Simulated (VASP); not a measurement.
## Mo (relaxed from the simple-cubic structure, space group Pm-3m): computed properties

All values below come from r2SCAN meta-GGA, VASP's PBE PAW potentials (set 64) (plane waves; VASP 6.6.1).

```
Property                                                                                                Value
----------------------------------  -------------------------------------------------------------------------
space group                                                                                       Pm-3m (221)
cell                                a = 2.586 Å, b = 2.586 Å, c = 2.586 Å, α = 90.00°, β = 90.00°, γ = 90.00°
volume per atom                                                                                17.29 Å^3/atom
band gap (over mesh and band path)                                   none (metal, semimetal or under 0.01 eV)
density                                                                                            9.21 g/cm³
```

```xyz
1
Lattice="2.5859 0.0000 0.0000 0.0000 2.5859 0.0000 0.0000 0.0000 2.5859" Properties=species:S:1:pos:R:3 pbc="T T T"
Mo     0.0000     0.0000     0.0000
```

The structure was generated: Mo was put into the simple-cubic type (Pm-3m), which need not be its known phase. It was relaxed first. Symmetry was kept, so distortions that lower it aren't found.
